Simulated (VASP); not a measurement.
# YMg6Si (Amm2) in VASP: reference runs

Aim: a first look at YMg6Si with PBE, on the cell as given and on a disturbed one.

All numbers are computed with VASP 6.6.1; they aren't measurements. Logs are shortened: lines on timing, memory, paths and dates and some standing lists are left out, and cuts for length are marked.

### Step 1. The structure

Symmetry: Amm2, No. 38, orthorhombic system. The conventional cell has a = 5.083 Å, b = 6.063 Å, c = 11.682 Å, α = 90.00°, β = 90.00°, γ = 90.00°. Y (site symmetry mm2) has 2 Si at 3.04 Å and 10 Mg at 3.16 to 3.32 Å as nearest neighbours. Si (site symmetry mm2) is surrounded by 2 Y at 3.04 Å and 10 Mg at 3.11 to 3.44 Å. Mg (site symmetry mm2) is surrounded by 10 Mg at 3.04 to 3.37 Å and 2 Si at 3.15 Å. Around Mg (site symmetry mm2) lie 10 Mg at 3.04 to 3.42 Å and 2 Y at 3.16 Å. Around Mg (site symmetry m) lie 8 Mg at 2.99 to 3.42 Å and 2 Si at 3.11 Å and 2 Y at 3.19 Å. Mg (site symmetry m) is surrounded by 8 Mg at 3.03 to 3.20 Å and 2 Si at 3.15 to 3.44 Å and 2 Y at 3.26 to 3.32 Å.

The cell comes from a database or a generator and needn't be the stable form of this composition.

### Step 2. Single point, PBE

Contents of INCAR:

```
  PREC = Accurate
  ENCUT = 520
  EDIFF = 1E-7
  ISMEAR = -1
  SIGMA = 0.05
  LREAL = False
  LASPH = True
  NELM = 80
  ALGO = Normal
  ISIF = 2
  LWAVE = False
  LCHARG = False
  GGA = PE
  NBANDS = 24
```

Contents of KPOINTS:

```
regular mesh
0
Gamma
  5 5 5
```

Contents of POSCAR:

```
YMg6Si
1.0
    5.0829700000      0.0000000000      0.0000000000
    0.0000000000      3.0313705000      5.8408860000
    0.0000000000     -3.0313705000      5.8408860000
Y Si Mg
1 1 6
Direct
    0.5000000000      0.1773320000      0.1773320000
    0.5000000000      0.6606560000      0.6606560000
    0.0000000000      0.8200270000      0.8200270000
    0.0000000000      0.3387210000      0.3387210000
    0.0000000000      0.3301270000      0.8239930000
    0.0000000000      0.8239930000      0.3301270000
    0.5000000000      0.1748240000      0.6743160000
    0.5000000000      0.6743160000      0.1748240000
```

Potentials or basis: VASP PAW PBE potentials, release 64 (Y_sv, Si, Mg).

Started as:

```console
> cat potpaw_PBE.64/Y_sv/POTCAR potpaw_PBE.64/Si/POTCAR potpaw_PBE.64/Mg/POTCAR > POTCAR
> mpirun -np 1 vasp_std > vasp.out
```

OUTCAR:

```text
PREC = Accurate
   ENCUT = 520
   EDIFF = 1E-7
   ISMEAR = -1
   LREAL = False
   LASPH = True
   NELM = 80
   ISIF = 2
   GGA = PE

 ion  position               nearest neighbor table
   1  0.500  0.177  0.177-   2 3.04   2 3.04   4 3.16   4 3.16   6 3.19   5 3.19   5 3.19   6 3.19
                             8 3.26   7 3.26   8 3.32   7 3.32
   2  0.500  0.661  0.661-   1 3.04   1 3.04   5 3.11   6 3.11   5 3.11   6 3.11   7 3.15   8 3.15
                             3 3.15   3 3.15
   3  0.000  0.820  0.820-   4 3.04   4 3.04   2 3.15   2 3.15   8 3.20   7 3.20   7 3.20   8 3.20
                             6 3.21   5 3.21   5 3.37   6 3.37
   4  0.000  0.339  0.339-   3 3.04   3 3.04   7 3.12   8 3.12   7 3.12   8 3.12   5 3.16   6 3.16
                             1 3.16   1 3.16   6 3.42   5 3.42
   5  0.000  0.330  0.824-   6 2.99   6 3.07   7 3.10   7 3.10   2 3.11   2 3.11   4 3.16   1 3.19
                             1 3.19   3 3.21   3 3.37   4 3.42
   6  0.000  0.824  0.330-   5 2.99   5 3.07   8 3.10   8 3.10   2 3.11   2 3.11   4 3.16   1 3.19
                             1 3.19   3 3.21   3 3.37   4 3.42
   7  0.500  0.175  0.674-   8 3.03   8 3.03   5 3.10   5 3.10   4 3.12   4 3.12   2 3.15   3 3.20
                             3 3.20   1 3.26   1 3.32
   8  0.500  0.674  0.175-   7 3.03   7 3.03   6 3.10   6 3.10   4 3.12   4 3.12   2 3.15   3 3.20
                             3 3.20   1 3.26   1 3.32

  LATTYP: Found a base centered orthorhombic cell.
 ALAT       =     6.0627410000
 B/A-ratio  =     1.9268136310
 C/A-ratio  =     0.8383947129

  Lattice vectors:

 A1 = (   0.0000000000,   3.0313705000,  -5.8408860000)
 A2 = (   0.0000000000,   3.0313705000,   5.8408860000)
 A3 = (   5.0829700000,   0.0000000000,   0.0000000000)

Analysis of symmetry for initial positions (statically):
=====================================================================
 Subroutine PRICEL returns:
 Original cell was already a primitive cell.

 Routine SETGRP: Setting up the symmetry group for a
 base centered orthorhombic supercell.

 Subroutine GETGRP returns: Found  4 space group operations
 (whereof  4 operations were pure point group operations)
 out of a pool of  8 trial point group operations.

The static configuration has the point symmetry C_2v.

Analysis of symmetry for dynamics (positions and initial velocities):
=====================================================================
 Subroutine PRICEL returns:
 Original cell was already a primitive cell.

 Routine SETGRP: Setting up the symmetry group for a
 base centered orthorhombic supercell.

 Subroutine GETGRP returns: Found  4 space group operations
 (whereof  4 operations were pure point group operations)
 out of a pool of  8 trial point group operations.

The dynamic configuration has the point symmetry C_2v.

 Subroutine INISYM returns: Found  4 space group operations
 (whereof  4 operations are pure point group operations),
 and found     1 'primitive' translations

----------------------------------------------------------------------------------------

                                     Primitive cell

  volume of cell :     179.9970

  direct lattice vectors                    reciprocal lattice vectors
     5.082970000  0.000000000  0.000000000     0.196735373  0.000000000  0.000000000
     0.000000000  3.031370500  5.840886000     0.000000000  0.164941897  0.085603451
     0.000000000 -3.031370500  5.840886000     0.000000000 -0.164941897  0.085603451

  length of vectors
     5.082970000  6.580665344  6.580665344     0.196735373  0.185832667  0.185832667

  position of ions in fractional coordinates (direct lattice)
     0.500000000  0.177332000  0.177332000
     0.500000000  0.660656000  0.660656000
     0.000000000  0.820027000  0.820027000
     0.000000000  0.338721000  0.338721000
     0.000000000  0.330127000  0.823993000
     0.000000000  0.823993000  0.330127000
     0.500000000  0.174824000  0.674316000
     0.500000000  0.674316000  0.174824000

  ion indices of the primitive-cell ions
   primitive index   ion index
                 1           1
                 2           2
                 3           3
                 4           4
                 5           5
                 6           6
                 7           7
                 8           8

----------------------------------------------------------------------------------------

 KPOINTS: regular mesh

Automatic generation of k-mesh.
 Grid dimensions read from file:
 generate k-points for:    5    5    5

 Generating k-lattice:

  Cartesian coordinates                     Fractional coordinates (reciprocal lattice)
     0.039347075  0.000000000  0.000000000     0.200000000  0.000000000  0.000000000
     0.000000000  0.032988379  0.017120690     0.000000000  0.200000000  0.000000000
     0.000000000 -0.032988379  0.017120690     0.000000000  0.000000000  0.200000000

  Length of vectors
     0.039347075  0.037166533  0.037166533

  Shift w.r.t. Gamma in fractional coordinates (k-lattice)
     0.000000000  0.000000000  0.000000000

 Subroutine IBZKPT returns following result:
 ===========================================

 Found     27 irreducible k-points:

 Following reciprocal coordinates:
            Coordinates               Weight
  0.000000  0.000000  0.000000      1.000000
  0.200000  0.000000  0.000000      2.000000
  0.400000  0.000000  0.000000      2.000000
  0.000000  0.200000  0.000000      4.000000
  0.200000  0.200000  0.000000      8.000000
  0.400000  0.200000  0.000000      8.000000
[... 16 lines left out ...]
  0.200000  0.400000  0.400000      4.000000
  0.400000  0.400000  0.400000      4.000000
 [... further k-points ...]
   k-points           NKPTS =     27   k-points in BZ     NKDIM =     27   number of bands    NBANDS=     24
   number of dos      NEDOS =    301   number of ions     NIONS =      8
   total plane-waves  NPLWV = 100000
   dimension x,y,z NGX =    40 NGY =   50 NGZ =   50
   dimension x,y,z NGXF=    80 NGYF=  100 NGZF=  100
   ions per type =               1   1   6
   NGX,Y,Z   is equivalent  to a cutoff of  13.08, 12.63, 12.63 a.u.
   NGXF,Y,Z  is equivalent  to a cutoff of  26.17, 25.26, 25.26 a.u.
 SYSTEM =  unknown system
   PREC   = accura    normal or accurate (medium, high low for compatibility)
   ISTART =      0    job   : 0-new  1-cont  2-samecut
   ICHARG =      2    charge: 1-file 2-atom 10-const
   ISPIN  =      1    spin polarized calculation?
   LNONCOLLINEAR =      F non collinear calculations
   LSORBIT =      F    spin-orbit coupling
   LASPH  =      T    aspherical Exc in radial PAW
   ENCUT  =  520.0 eV  38.22 Ry    6.18 a.u.   9.45 12.24 12.24*2*pi/ulx,y,z
   NELM   =     80;   NELMIN=  2; NELMDL= -5     # of ELM steps
   EDIFF  = 0.1E-06   stopping-criterion for ELM
   LREAL  =      F    real-space projection
   EDIFFG = 0.1E-05   stopping-criterion for IOM
   NSW    =      0    number of steps for IOM
   IBRION =     -1    ionic relax: 0-MD 1-quasi-New 2-CG
   NFREE  =      0    steps in history (QN), initial steepest desc. (CG)
   ISIF   =      2    stress and relaxation
   ISYM   =      2    0-nonsym 1-usesym 2-fastsym
   POTIM  = 0.5000    time-step for ionic-motion
   TEBEG  =    0.0;   TEEND  =   0.0 temperature during run
   PSTRESS=    0.0 pullay stress
   NELECT =      27.0000    total number of electrons
   NUPDOWN=      -1.0000    fix difference up-down
   EMIN   =  10.00;   EMAX   =-10.00  energy-range for DOS
   EFERMI =   0.00;   METHOD = LEGACY
   ISMEAR =    -1;   SIGMA  =   0.05  broadening in eV -4-tet -1-fermi 0-gaus
   EFERMI_NEDOS =   21; number of points for ismear=-14 and -15
   IALGO  =     38    algorithm
   IMIX   =      4    mixing-type and parameters
     AMIX     =   0.40;   BMIX     =  1.00
     AMIX_MAG =   1.60;   BMIX_MAG =  1.00
  volume/ion in A,a.u.               =      22.50       151.83
  Fermi-wavevector in a.u.,A,eV,Ry     =   0.869843  1.643765 10.294539  0.756627
  Thomas-Fermi vector in A             =   1.988723
   LORBIT       =      0    0 simple, 1 ext, 2 COOP (PROOUT), +10 PAW based schemes
   GGA     = PE    functional components
   LHFCALC =     F    Hartree Fock is set to
   AEXX    =    0.0000 exact exchange contribution
   IVDW    =     0    specifies the selected vdW correction
   LEPSILON=     F    determine dielectric tensor
   LRPA    =     F    only Hartree local field effects (RPA)
 non-spin polarized calculation
  energy-cutoff  :      520.00
  volume of cell :      180.00
 maximum number of plane-waves:      4889
 NGX is ok and might be reduce to    40
   NGX = 19   NGY = 25   NGZ = 25

 number of electron      27.0000001 magnetization

 Free energy of the ion-electron system (eV)
  ---------------------------------------------------
  ext. energy  EPLUGINS =         0.00000000
  ---------------------------------------------------
  free energy    TOTEN  =       -21.21590573 eV

  energy without entropy =      -21.18417386  energy(sigma->0) =      -21.20003979

 E-fermi :   3.3554     XC(G=0):  -8.9781

 val. band max:        3.3551107350   @ k =   0.4000   0.0000   0.0000
 cond. band min:       3.3666272856   @ k =   0.0000   0.4000   0.4000
 fundamental gap:      0.0115165506
 Fermi energy:         3.3553840366

 k-point     1 :       0.0000    0.0000    0.0000
  band No.  band energies     occupation
      1     -39.2731      2.00000
      2     -19.3702      2.00000
      3     -19.2915      2.00000
      4     -19.2735      2.00000
      5      -4.8803      2.00000
      6      -1.5973      2.00000
[... 16 lines left out ...]
     23       6.3874      0.00000
     24       6.8163      0.00000

 k-point     2 :       0.2000    0.0000    0.0000
  band No.  band energies     occupation
      1     -39.2730      2.00000
      2     -19.3736      2.00000
      3     -19.2912      2.00000
      4     -19.2732      2.00000
      5      -4.7164      2.00000
      6      -1.6584      2.00000
[... 16 lines left out ...]
     23       6.9879      0.00000
     24       7.0036      0.00000

 k-point     3 :       0.4000    0.0000    0.0000
  band No.  band energies     occupation
      1     -39.2729      2.00000
      2     -19.3790      2.00000
      3     -19.2906      2.00000
      4     -19.2727      2.00000
      5      -4.3608      2.00000
      6      -2.1364      2.00000
[... 16 lines left out ...]
     23       7.4208      0.00000
     24       7.6848      0.00000

 k-point     4 :       0.0000    0.2000    0.0000
  band No.  band energies     occupation
      1     -39.2731      2.00000
      2     -19.3701      2.00000
      3     -19.2917      2.00000
      4     -19.2746      2.00000
      5      -4.7311      2.00000
      6      -1.7326      2.00000
[... 16 lines left out ...]
     23       7.2024      0.00000
     24       7.3979      0.00000

 k-point     5 :       0.2000    0.2000    0.0000
  band No.  band energies     occupation
      1     -39.2730      2.00000
      2     -19.3735      2.00000
      3     -19.2913      2.00000
      4     -19.2743      2.00000
      5      -4.5725      2.00000
      6      -1.6802      2.00000
[... 451 lines left out ...]
 k-point    22 :       0.0000    0.4000    0.4000
  band No.  band energies     occupation
      1     -39.2731      2.00000
      2     -19.3702      2.00000
      3     -19.2925      2.00000
      4     -19.2738      2.00000
      5      -4.5985      2.00000
      6      -2.4431      2.00000
[... 16 lines left out ...]
     23       6.4812      0.00000
     24       7.3962      0.00000

 k-point    23 :       0.2000    0.4000    0.4000
  band No.  band energies     occupation
      1     -39.2730      2.00000
      2     -19.3735      2.00000
      3     -19.2921      2.00000
      4     -19.2735      2.00000
      5      -4.4585      2.00000
      6      -2.2401      2.00000
[... 16 lines left out ...]
     23       6.7928      0.00000
     24       6.9763      0.00000

 k-point    24 :       0.4000    0.4000    0.4000
  band No.  band energies     occupation
      1     -39.2729      2.00000
      2     -19.3790      2.00000
      3     -19.2916      2.00000
      4     -19.2729      2.00000
      5      -4.1739      2.00000
      6      -1.7339      2.00000
[... 16 lines left out ...]
     23       6.7254      0.00000
     24       7.5159      0.00000

 [... further k-points ...]

------------------------ aborting loop because EDIFF is reached ----------------------------------------

  FORCE on cell =-STRESS in cart. coord.  units (eV):
  Direction    XX          YY          ZZ          XY          YZ          ZX
  --------------------------------------------------------------------------------------
  -------------------------------------------------------------------------------------
  Total       -0.6528862      0.6321179     -0.2380950      0.0000000      0.0000000      0.0000000
  in kB       -5.8114271      5.6265653     -2.1193148      0.0000000      0.0000000      0.0000000
  external PRESSURE =      -0.7680589 kB  Pullay stress =       0.0000000 kB

 VOLUME and BASIS-vectors are now :
 -----------------------------------------------------------------------------
  energy-cutoff  :      520.00
  volume of cell :      180.00
      direct lattice vectors                 reciprocal lattice vectors
     5.082970000  0.000000000  0.000000000     0.196735373  0.000000000  0.000000000
     0.000000000  3.031370500  5.840886000     0.000000000  0.164941897  0.085603451
     0.000000000 -3.031370500  5.840886000     0.000000000 -0.164941897  0.085603451

 POSITION                                       TOTAL-FORCE (eV/Angst)
 -----------------------------------------------------------------------------------
      2.54149      0.00000      2.07155         0.000000      0.000000      0.018559
      2.54149      0.00000      7.71763         0.000000      0.000000     -0.040942
      0.00000      0.00000      9.57937         0.000000      0.000000     -0.090277
      0.00000      0.00000      3.95686         0.000000      0.000000      0.026627
      0.00000     -1.49709      6.74108         0.000000     -0.015163     -0.015175
      0.00000      1.49709      6.74108         0.000000      0.015163     -0.015175
      2.54149     -1.51415      4.95973         0.000000     -0.004961      0.058192
      2.54149      1.51415      4.95973         0.000000      0.004961      0.058192
 -----------------------------------------------------------------------------------
    total drift:                                0.000000      0.000000      0.000351

  FREE ENERGIE OF THE ION-ELECTRON SYSTEM (eV)
  ---------------------------------------------------
  free  energy   TOTEN  =       -21.2159057320 eV

  energy  without entropy=      -21.1841738576  energy(sigma->0) =      -21.20003979
```

Wall time 87 s (1 thread of AMD EPYC 9R45 (Zen 5), shared host); peak memory 0.36 GiB.

Results:

```
Free energy            : -21.2159 eV
Pressure               : -0.1 GPa
Largest force          : 0.090 eV/Å
Band gap on the k mesh : none (metal or under the smearing width)
```

Forces on the atoms (eV/Å):
```
Y    0.000  0.000  0.019
Si   0.000  0.000 -0.041
Mg   0.000  0.000 -0.090
Mg   0.000  0.000  0.027
Mg   0.000 -0.015 -0.015
Mg   0.000  0.015 -0.015
Mg   0.000 -0.005  0.058
Mg   0.000  0.005  0.058
```

[end of part 1 of 2]
